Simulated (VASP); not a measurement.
Input:

```xyz
2
Lattice="3.1381 0.0000 0.0000 0.0000 3.1381 0.0000 0.0000 0.0000 3.1381" Properties=species:S:1:pos:R:3 pbc="T T T"
In     0.0000     0.0000     0.0000
P      1.5690     1.5690     1.5690
```

These are PBEsol GGA, VASP's PBE PAW potentials (set 64) (plane waves; VASP) values and carry that method's errors. Run with 500 eV cut-off, 12×12×12 Γ-centred mesh, first-order Methfessel-Paxton smearing of 0.10 eV, potentials In_d P.

Unless said otherwise, spin-orbit coupling is left out, though it shifts the bands of the heavy elements here.

Q: Estimate the energy per atom (σ→0), pressure, band gap (on the k-mesh) with the smallest direct gap where there is one.

A: 
```yaml
band gap (on the k-mesh): none (metal, semimetal or under 0.01 eV)
energy per atom (σ→0): -3753 meV/atom
pressure: 30.06 GPa
```

Total energies compare only between runs with the same potentials, cut-off and functional.

The structure was generated: InP was put into the CsCl type type (Pm-3m), which need not be its known phase. It was relaxed first under an external pressure of 30 GPa.
